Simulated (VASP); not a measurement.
Energy against volume of Sb (a7). Level of theory: PBE GGA with D4 dispersion, VASP's PBE PAW potentials (set 64) (plane waves; VASP). Run with 520 eV cut-off, 10×10×10 Γ-centred mesh, first-order Methfessel-Paxton smearing of 0.10 eV, potentials Sb.

Shape and ions are relaxed at each volume.

```
V (Å³/atom)  E (eV/atom)
-----------  -----------
28.927          -4.63746
29.822          -4.64109
30.716          -4.63710
31.611          -4.62691
```

### Question
Fit these four points and predict the energy of the run at 28.032 Å³/atom.

### Answer
A cubic in V^(−2/3), the third-order Birch-Murnaghan form, passes through the four points with V0 = 29.77 Å³/atom and B0 = 46 GPa, and gives -4.6245 eV/atom there. The run gave -4.6245 eV/atom, +0.0 meV/atom from the fit; all five points give B0 = 46 GPa.

The compound is Sb in the a7 structure. It was relaxed first.
